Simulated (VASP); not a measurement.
A run of VASP 6.6.1 is set up as follows.

The input INCAR:

```
PREC = Accurate
ENCUT = 600
EDIFF = 1E-6
ISMEAR = 1
SIGMA = 0.1
LREAL = False
LASPH = True
NELM = 120
ALGO = Normal
ISIF = 3
LWAVE = False
LCHARG = False
GGA = PE
IBRION = 2
NSW = 80
EDIFFG = -0.005
KPAR = 2
```

The input KPOINTS:

```
regular mesh
0
Gamma
  18 18 18
```

The input POSCAR:

```
Al
1.0
    0.0000000000      2.0194648000      2.0194648000
    2.0194648000      0.0000000000      2.0194648000
    2.0194648000      2.0194648000      0.0000000000
Al
1
Direct
    0.0000000000      0.0000000000      0.0000000000
```

Potentials or basis: VASP PAW PBE potentials, release 64 (Al).

The run is started by

```bash
$ cat potpaw_PBE.64/Al/POTCAR > POTCAR
$ mpirun -np 2 vasp_std > vasp.out
```

Task: What does it give for the band gap on the k mesh?

Result: None (metal or under the smearing width).

Task: Estimate the space group after relaxing (to 0.05 Å).

Result: Fm-3m (No. 225).

Task: Estimate the relaxed cell.

Result: a = 2.858 Å, b = 2.858 Å, c = 2.858 Å, α = 60.00°, β = 60.00°, γ = 60.00°.

Final structure:
```
CELL_PARAMETERS angstrom
0.00000 2.02078 2.02078
2.02078 0.00000 2.02078
2.02078 2.02078 0.00000
ATOMIC_POSITIONS crystal
Al 0.00000 0.00000 0.00000
```
